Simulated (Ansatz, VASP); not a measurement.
**BAs: VASP beside Ansatz**

One calculation is typed for both programs; each brings its own data sets. How far apart do they land? The cell is taken from a series of runs on this material, whose earlier steps may have relaxed, scaled, displaced or heated it; both programs get it as it stands.

Calculated with Ansatz 0.2.0; plane waves, with VASP 6.6.1 beside it; zone-centre phonons at LDA.

**1. Starting point**

The structure is cubic, space group F-43m (No. 216). The conventional cell has a = 4.732 Å, b = 4.732 Å, c = 4.732 Å, α = 90.00°, β = 90.00°, γ = 90.00°. B has 4 As at 2.05 Å nearest. Nearest to As lie 4 B at 2.05 Å. Farther neighbours are not listed.

**2. Ansatz: zone-centre phonons, LDA**

Ansatz runs on its PAW soft_1 files.

Second derivatives magnify differences that forces hide, and they need a tight electronic threshold.

Input file input.yaml:

```yaml
crystal:
  lattice:
    - [0.0, 2.3658309543, 2.3658309543]
    - [2.3658309543, 0.0, 2.3658309543]
    - [2.3658309543, 2.3658309543, 0.0]
  atoms:
    - { symbol: B, position: [0.0, 0.0, 0.0] }
    - { symbol: As, position: [0.25, 0.25, 0.25] }
kpoints:
  mp_grid: { grid: [12, 12, 12] }
hamiltonian:
  xc: lda
  pseudopotentials: { kind: paw, azcp: { folder: soft_1 }, xc_functional: pbe }
scf:
  occupations: { method: fixed }
output:
  eigenvalues: true
phonons:
  method: dfpt
  dielectric: true
  rigid_motions: translations
```

On the command line:

```
> ansatz run input.yaml --threads 4 --pin off --max-ram 10240MiB --backend cpu --events-out ev --progress --plain --runs-dir out
```

Numbers of over 12 decimals in the logs are rounded to 6 here.

The log of the run:

```text
Engine: ansatz 0.2.0, aarch64-unknown-linux-gnu
Pseudopotentials: kind: paw
Pseudopotential: B, paw, valence charge 3, recommended cutoff 420 eV (normal), soft_1/B.paw.azcp
Pseudopotential: As, paw, valence charge 15, recommended cutoff 420 eV (normal), soft_1/As.paw.azcp
Functional definition: SPW92
  exchange = slater_x
  correlation = pw_c
Crystal: 2 atoms, lattice volume = 26.484 Å³
Basis set: ecut = 420 eV, 531 PW (Γ), exchange–correlation on 48×48×48 points (8 copies of the dense FFT grid, shifted against one another)
Bands: 13, of which v1, the nominal top of the filled ones, is band 9 counted from 1 (8 counted from 0)
Symmetry: 24 space group operations
k-points: 280 of 1728 (irreducible under 4 space group operations, time reversal used)
Non-local potential: B, projectors of the file, l = 0: 2, l = 1: 2, l = 2: 1
Non-local potential: As, projectors of the file, l = 0: 2, l = 1: 2, l = 2: 3, l = 3: 1
PAW form: soft (Blöchl's): semilocal exchange-correlation on the pseudo side does not see the compensation charge
PAW frozen core: B, regenerated for the run's functional, and the local potential with it (the file was generated under x = pbe(κ = 0.804, μ = 0.219515), c = pbe(β = 0.066725))
PAW frozen core: As, regenerated for the run's functional, and the local potential with it (the file was generated under x = pbe(κ = 0.804, μ = 0.219515), c = pbe(β = 0.066725))
PAW one-centre angular grid: B, 110 points (default); XC on 64 Gauss nodes
PAW one-centre angular grid: As, 590 points (default); XC on 64 Gauss nodes
Initial density: superposition of atomic densities (chi_scale 0.1, normalization cell, long waves kept (reshape's long-wave potential 0.00 eV rms))
Initial wavefunctions: pseudopotential atomic-orbital guess
Functional: x = slater, c = lda
SCF iter   1: F=—  HF=-4924.241075 eV  |F-HF|=—  |Δ(HF+E_count)|=         —  Δρ=7.89e-2  dr2=2.11e0  ethr=3.10e-3  ⟨swp⟩=4.4  Hψ=18550  notcnv=0  defer=335
preconditioner: auto → none  [insulator: Δε(μ)=1.815 eV  Ē_g=12.667 eV  n_scr=8 (ndim 8)  ℏωp=20.4 eV  f_vac=0.000  ε∞_Penn≈3.6]
SCF iter   2: F=—  HF=-4923.582290 eV  |F-HF|=—  |Δ(HF+E_count)|=   6.59e-1  Δρ=2.52e-2  dr2=1.47e-1  ethr=3.10e-3  ⟨swp⟩=2.3  Hψ=7815  notcnv=0  defer=411
SCF iter   3: F=—  HF=-4923.540017 eV  |F-HF|=—  |Δ(HF+E_count)|=   4.23e-2  Δρ=1.01e-2  dr2=1.85e-2  ethr=8.18e-4  ⟨swp⟩=2.1  Hψ=5176  notcnv=0  defer=525
SCF iter   4: F=—  HF=-4923.536346 eV  |F-HF|=—  |Δ(HF+E_count)|=   3.67e-3  Δρ=3.98e-3  dr2=3.18e-3  ethr=1.03e-4  ⟨swp⟩=2.4  Hψ=6629  notcnv=0  defer=539
SCF iter   5: F=—  HF=-4923.535300 eV  |F-HF|=—  |Δ(HF+E_count)|=   1.05e-3  Δρ=9.16e-4  dr2=1.33e-4  ethr=1.77e-5  ⟨swp⟩=3.2  Hψ=6752  notcnv=0  defer=543
SCF iter   6: F=—  HF=-4923.535284 eV  |F-HF|=—  |Δ(HF+E_count)|=   1.61e-5  Δρ=1.01e-4  dr2=1.30e-6  ethr=7.40e-7  ⟨swp⟩=2.9  Hψ=6730  notcnv=0  defer=538
SCF iter   7: F=—  HF=-4923.535285 eV  |F-HF|=—  |Δ(HF+E_count)|=   2.92e-7  Δρ=5.92e-6  dr2=4.31e-9  ethr=7.24e-9  ⟨swp⟩=2.0  Hψ=4760  notcnv=0
SCF iter   8: F=-4923.535285 eV  HF=-4923.535285 eV  |F-HF|=1.46e-11  |Δ(HF+E_count)|=   1.13e-9  Δρ=3.31e-7  dr2=1.01e-11  ethr=1.00e-12  ⟨swp⟩=6.6  Hψ=25171  notcnv=0
SCF 1 converged in 8 iterations: F = -4923.535285 eV  dr2 = 1.01e-11
  greatest PAW one-centre occupation: 0.999 electrons in one spin orbital (limit 2), on the As atom at site 1 (counted from 0), in its partial waves of l = 2
NSCF: frozen V_eff on 1 k-points
DFPT response loops at Γ: preconditioner auto → none (the input reference at scf.mixing.eps_inf says where Resta's filter doesn't serve); β = 0.50; Broyden in place of MSR1
── the response to a field inside a basis, on 12×12×12 k-points: an SCF that follows is theirs, and a resumed run solves both again ──
Bands: 10, of which v1, the nominal top of the filled ones, is band 9 counted from 1 (8 counted from 0)
k-points: 182 of 1728 (irreducible under 6 space group operations, time reversal used)
Initial density: handed on by an earlier stage of this run
Initial wavefunctions: pseudopotential atomic-orbital guess (no wavefunctions were taken with the density)
Eigensolver: Dense (182 Hₖ)
SCF iter   1: F=—  HF=-4923.534976 eV  |F-HF|=—  |Δ(HF+E_count)|=         —  Δρ=1.37e-4  dr2=1.27e-6  ethr=1.00e-1
preconditioner: auto → none  [insulator: Δε(μ)=1.269 eV  Ē_g=9.796 eV  n_scr=8 (ndim 8)  ℏωp=20.4 eV  f_vac=0.000  ε∞_Penn≈5.3]
SCF iter   2: F=—  HF=-4923.534976 eV  |F-HF|=—  |Δ(HF+E_count)|=   7.72e-8  Δρ=7.38e-5  dr2=4.21e-7  ethr=7.03e-9
SCF iter   3: F=-4923.534976 eV  HF=-4923.534976 eV  |F-HF|=4.65e-8  |Δ(HF+E_count)|=   1.25e-7  Δρ=1.52e-5  dr2=3.69e-8  ethr=2.34e-9
SCF 1 converged in 3 iterations: F = -4923.534976 eV  dr2 = 3.69e-8
DFPT response loops at Γ: mixed as the last ones told, above
SCF converged after 8 iterations
Free energy (F): -4923.535285 eV
Harris-Foulkes:  -4923.535285 eV  (|F-HF|=1.46e-11)
Internal energy: -4923.535285 eV  (E = F + TS)
E sigma→0 (E₀):  -4923.535285 eV
Fermi energy:    10.861208 eV
--- Per-component energies (eV) ---
  E_band       = -217.346213
  E_kinetic    = 148.586344
  E_local      = -1936.452901  (includes V_loc(G=0)·N_el)
  E_nonlocal   = -380.005329
  E_hartree    = 1093.340101
  E_xc         = -103.483327
  E_vxc        = -113.373433  (∫ρ·V_xc dr)
  E_paw        = -2005.330112  (= ΣΔE_a)
  E_vpaw       = -122.780973  (= ΣTr[D̂ρ^β])
  E_aug_tail   = -0.000004  (compensation charges beyond the density's cutoff)
  E_ewald      = -1742.311120
  E_core_change = 2.121063  (= ΣΔE_core)
  E_smearing   = -0.000000  (= −TS)
  E_closure    = 0.000000  (closes the sum)
  Σ components = -4923.535285   (vs F -4923.535285, Δ=0.00e0)
--- Band table (eV; the first three rows and the last of 280) ---
  k-point 0: bands = [... 5 lower, -4.7898, 10.8612, 10.8612, 10.8612, 14.1508, 14.1508, 14.1508, 15.8722]
  k-point 1: bands = [... 5 lower, -4.6732, 9.8150, 10.6356, 10.6356, 14.3291, 14.4468, 14.4468, 16.4569]
  k-point 2: bands = [... 5 lower, -4.3270, 7.8675, 10.1604, 10.1604, 14.2543, 15.0589, 15.0589, 17.7116]
  k-point 279: bands = [... 5 lower, -0.3559, 2.8085, 5.1897, 5.4934, 16.0706, 16.8735, 17.6338, 18.0903]
--- Phonons (Γ-DFPT): 2 representative perturbations + reference, on 280 of 1728 k-points (Σ response iterations 6) ---
  k mesh reduced under 4 symmetry operations, with k and −k counted as one. Each operation leaves every solved perturbation unchanged. A smaller set is not considered because the run solves the response to a homogeneous field
  ASR residual: 2.737e-4 → 0.000e0 eV/Å²; symmetrization residual: 5.809e-7 eV/Å²
  ASR residual per site (eV/Å²): 1.06e-4 2.74e-4
  Γ frequencies (cm⁻¹): 0.00 0.00 0.00 699.93 699.93 699.93
  ε∞ (high-frequency dielectric tensor):
        9.657789     0.000000     0.000000
        0.000000     9.657789     0.000000
        0.000000     0.000000     9.657789
  ε⁰ (static dielectric tensor: ions relaxed, cell fixed):
        9.774462     0.000000     0.000000
        0.000000     9.774462     0.000000
        0.000000     0.000000     9.774462
  ε⁰ − ε∞ (ionic part):
        0.116673     0.000000     0.000000
        0.000000     0.116673     0.000000
        0.000000     0.000000     0.116673
  softest optical mode at Γ: 699.93 cm⁻¹; the repairs (sum rule, projections) moved no ω² at Γ by more than (1.66 cm⁻¹)²
  Born effective charges Z* (e; rows j = field, columns β = displacement):
    site 0:
        -0.53910   -0.00000    0.00000
        -0.00000   -0.53910   -0.00000
        -0.00000   -0.00000   -0.53910
    site 1:
         0.53910    0.00000   -0.00000
         0.00000    0.53910    0.00000
         0.00000    0.00000    0.53910
  Z* charge neutrality: 3.663e-4 e pre-enforcement
  solved inside a basis spanned on kpoints, on 12×12×12 k-points, its susceptibility summed on 16×16×16: ε∞ is read to err by 2.8e-2, Z* by 1.6e-2 e (field_mesh: kpoints solves on kpoints); Z* is corrected for what the basis lacks
  optical modes at Γ without the LO–TO term, one row a degenerate level:
      ω (cm⁻¹)  modes    IR ((D/Å)²/amu)
        699.93      3             2.1292
  optical modes at Γ + LO–TO along q̂ = [1.0000, 0.0000, 0.0000]:
      ω (cm⁻¹)  modes    IR ((D/Å)²/amu)
        699.93      2             1.4195
        704.15      1             0.7097
  optical modes at Γ + LO–TO along q̂ = [0.0000, 1.0000, 0.0000]:
      ω (cm⁻¹)  modes    IR ((D/Å)²/amu)
        699.93      2             1.4195
        704.15      1             0.7097
  optical modes at Γ + LO–TO along q̂ = [0.0000, 0.0000, 1.0000]:
      ω (cm⁻¹)  modes    IR ((D/Å)²/amu)
        699.93      2             1.4195
        704.15      1             0.7097
```

In the SCF lines HF is the Harris–Foulkes energy and dr2 the Hartree energy of the density residual, in eV; the loop may stop once dr2 is under the threshold and the program's other checks hold. Hψ counts applications of the Hamiltonian.

(Continued in part 2 of 2.)

[Lines on the potential files, build, host, timing and source positions are cut from VASP's logs without a mark.]

[Logs are printed without paths, hosts, clocks, repeated set-up lines and the standing remarks that a program may print on its own settings, such as how far it seeks lower states.]

[Hosts, paths, dates, database ids (printed as entryN), source tags and the programs' standing remarks are cut or masked in the printed files.]
